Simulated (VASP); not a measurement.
**Ga4AsSb3 (ordered alloy cell): computed properties**

These are PBEsol GGA, VASP's PBE PAW potentials (set 64) (plane waves; VASP) values and carry that method's errors.

| Quantity | Value |
|---|---|
| space group | Amm2 (38) |
| cell | a = 4.2445 Å, b = 8.4903 Å, c = 11.9925 Å, α = β = γ = 90.00° |
| volume per atom | 27.01 Å³/atom |
| band gap (over mesh and band path) | none (metal, semimetal or under 0.01 eV) |
| density | 5.53 g/cm³ |

```
CELL_PARAMETERS angstrom
     -0.00042     6.00309     5.99625
      6.00309    -0.00042     5.99625
      3.00134     3.00134     0.00000
ATOMIC_POSITIONS crystal
  Ga 0.99955 0.99955 0.00090
  Ga 0.98559 0.50565 0.00876
  Ga 0.50565 0.98559 0.00876
  Ga 0.50903 0.50903 0.98194
  Sb 0.12537 0.12537 0.24926
  Sb 0.12518 0.62449 0.25033
  Sb 0.62449 0.12518 0.25033
  As 0.62514 0.62514 0.24972
```

Unless said otherwise, spin-orbit coupling is left out, though it shifts the bands of the heavy elements here.

The structure was generated: Ga4AsSb3 was put into an ordered model structure (Amm2), which need not be its known phase. It was relaxed first. Symmetry was kept, so distortions that lower it aren't found.
